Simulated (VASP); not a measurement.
Computed with PW91 GGA, VASP's PBE PAW potentials (set 64) (plane waves; VASP).

VASP ran on this input.

### POSCAR
```
BP
1.0
  0.0000000000   2.2741001481   2.2741001481
  2.2741001481   0.0000000000   2.2741001481
  2.2741001481   2.2741001481   0.0000000000
B P
1 1
Cart
  0.0000000000   0.0000000000   0.0000000000
  1.1370500741   1.1370500741   1.1370500741
```

**INCAR**
```
! general
SYSTEM=BP
PREC  =Accurate
ENCUT =520
LREAL =.FALSE.   ! projection in real space or not
LASPH =.TRUE.

! electronic loop
EDIFF =1E-7   ! SCF stop (eV)
NELM  =100
ALGO  =Normal

! smearing
ISMEAR=0   ! Gaussian
SIGMA =0.05   ! width (eV)

! functional
GGA   =91   ! PW91

! ions
ISIF  =2   ! forces and stress, cell fixed

! output
LWAVE =.FALSE.
LCHARG=.FALSE.
```

File KPOINTS:
```
Automatic mesh
0
Gamma
 10 10 10
0 0 0
```

POTCAR, in this order: B P (PBE.64 set). Program: vasp_std.

The run wrote:

**OSZICAR**
```
       N       E                     dE             d eps       ncg     rms          rms(c)
DAV:   1     0.110758710220E+02    0.11076E+02   -0.41898E+03   760   0.909E+02
DAV:   2    -0.133272016148E+02   -0.24403E+02   -0.23368E+02  1160   0.112E+02
DAV:   3    -0.136229033760E+02   -0.29570E+00   -0.29570E+00   920   0.162E+01
DAV:   4    -0.136234799894E+02   -0.57661E-03   -0.57661E-03  1184   0.730E-01
DAV:   5    -0.136234803852E+02   -0.39575E-06   -0.39575E-06   920   0.152E-02    0.685E+00
DAV:   6    -0.130302078292E+02    0.59327E+00   -0.15931E+00   800   0.687E+00    0.373E+00
DAV:   7    -0.129384072836E+02    0.91801E-01   -0.25859E-01  1136   0.308E+00    0.126E+00
DAV:   8    -0.129299374613E+02    0.84698E-02   -0.30197E-02   856   0.116E+00    0.220E-01
DAV:   9    -0.129301518130E+02   -0.21435E-03   -0.41672E-04  1072   0.191E-01    0.142E-01
DAV:  10    -0.129302961345E+02   -0.14432E-03   -0.24459E-04   832   0.120E-01    0.252E-02
DAV:  11    -0.129303057849E+02   -0.96504E-05   -0.11259E-05  1064   0.295E-02    0.362E-02
DAV:  12    -0.129303061923E+02   -0.40742E-06   -0.37600E-06   864   0.114E-02    0.799E-03
DAV:  13    -0.129303061768E+02    0.15557E-07   -0.77678E-08   544   0.257E-03
   1 F= -.12930306E+02 E0= -.12930306E+02  d E =-.890963E-16
```

### OUTCAR
```
------------------------ aborting loop because EDIFF is reached ----------------------------------------
  FORCE on cell =-STRESS in cart. coord.  units (eV):
  Direction    XX          YY          ZZ          XY          YZ          ZX
  --------------------------------------------------------------------------------------
  Total       -0.0001211     -0.0001211     -0.0001211      0.0000000      0.0000000      0.0000000
  in kB       -0.0082510     -0.0082510     -0.0082510      0.0000000      0.0000000      0.0000000
  external PRESSURE =      -0.0082510 kB  Pullay stress =       0.0000000 kB
  volume of cell :       23.52
      direct lattice vectors                 reciprocal lattice vectors
     0.000000000  2.274100148  2.274100148    -0.219867186  0.219867186  0.219867186
     2.274100148  0.000000000  2.274100148     0.219867186 -0.219867186  0.219867186
     2.274100148  2.274100148  0.000000000     0.219867186  0.219867186 -0.219867186
  FREE ENERGIE OF THE ION-ELECTRON SYSTEM (eV)
  ---------------------------------------------------
  free  energy   TOTEN  =       -12.9303061768 eV

  energy  without entropy=      -12.9303061768  energy(sigma->0) =      -12.93030618
```
(Selected blocks of OUTCAR.)

The compound is BP in the zinc blende structure. It was relaxed first.
